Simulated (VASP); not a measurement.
Here is the system:

```yaml
crystal:
  lattice:
    - [1.13293, -1.96229, 0.00000]
    - [1.13293, 1.96229, 0.00000]
    - [0.00000, 0.00000, 3.56162]
  atoms:
    - { symbol: Be, position: [0.33333, 0.66667, 0.25000] }
    - { symbol: Be, position: [0.66667, 0.33333, 0.75000] }
```

These are r2SCAN+rVV10, VASP's PBE PAW potentials (set 64) (plane waves; VASP 6.6.1) values and carry that method's errors. Settings: 520 eV cut-off, 21×21×12 Γ-centred mesh, tetrahedra with Blöchl corrections, potentials Be.

Q: Tabulate the total density of states (states/eV per cell) against energy (eV; zero at the valence-band maximum or, without a gap, the Fermi level).

A: 
(E (eV), DOS (states/eV)): (-9.98, 0.23); (-9.62, 0.25); (-9.26, 0.26); (-8.90, 0.28); (-8.66, 0.29); (-8.30, 0.30); (-7.94, 0.32); (-7.58, 0.34); (-7.22, 0.35); (-6.86, 0.37); (-6.50, 0.39); (-6.14, 0.41); (-5.90, 0.43); (-5.54, 0.48); (-5.18, 0.49); (-4.82, 0.49); (-4.46, 0.48); (-4.10, 0.46); (-3.74, 0.45); (-3.38, 0.47); (-3.14, 0.55); (-2.78, 0.49); (-2.42, 0.45); (-2.06, 0.39); (-1.70, 0.35); (-1.34, 0.37); (-0.98, 0.20); (-0.62, 0.16); (-0.38, 0.14); (-0.02, 0.12); (0.34, 0.09); (0.70, 0.11); (1.06, 0.17); (1.42, 0.41); (1.78, 0.95); (2.14, 0.80); (2.38, 0.63); (2.74, 0.52); (3.10, 0.48); (3.46, 0.46)
Within 2 eV below the Fermi level the largest weight inside VASP's projection spheres is Be p.

The compound is Be in the hcp structure. It was relaxed first.
